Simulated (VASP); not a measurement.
Input:

```xyz
1
Lattice="0.0000 2.3172 2.3172 2.3172 0.0000 2.3172 2.3172 2.3172 0.0000" Properties=species:S:1:pos:R:3 pbc="T T T"
Sc     0.0000     0.0000     0.0000
```

Level of theory: r2SCAN+rVV10, VASP's PBE PAW potentials (set 64) (plane waves; VASP). Settings: 400 eV cut-off, 12×12×12 Γ-centred mesh, first-order Methfessel-Paxton smearing of 0.10 eV, potentials Sc_sv.

**Question.** What does the run give for the energy per atom (σ→0), band gap (on the k-mesh) with the smallest direct gap where there is one?

**Answer.** 
* **band gap (on the k-mesh)**: none (metal, semimetal or under 0.01 eV)
* **energy per atom (σ→0)**: -11.024 eV/atom

The absolute energy has meaning only against runs of the same code, potentials and settings.

The structure comes from a measured Sc entry (Fm-3m) of the Crystallography Open Database, whose conditions weren't checked. It was relaxed first, which changed the volume by +8 %. The start is the result of an earlier pass.
